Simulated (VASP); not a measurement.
Here is the system:

```
BaTe
1.0
    0.00000     3.48414     3.48414
    3.48414     0.00000     3.48414
    3.48414     3.48414     0.00000
Ba Te
1 1
Direct
  0.00000   0.00000   0.00000
  0.50000   0.50000   0.50000
```

The numbers are results of PBEsol GGA, VASP's PBE PAW potentials (set 64) (plane waves; VASP), not measurements. Run with 500 eV cut-off, 7×7×7 Γ-centred mesh, Gaussian smearing of 0.050 eV, potentials Ba_sv Te.

Task: Predict the energy per atom (σ→0).

Result: 
```
Property                               Result
---------------------  ----------------------
energy per atom (σ→0)  -443.4 kJ/mol of atoms
```

The structure was generated: BaTe was put into the rock salt type (Fm-3m), which need not be its known phase. It was relaxed first, which changed the volume by -24 %.
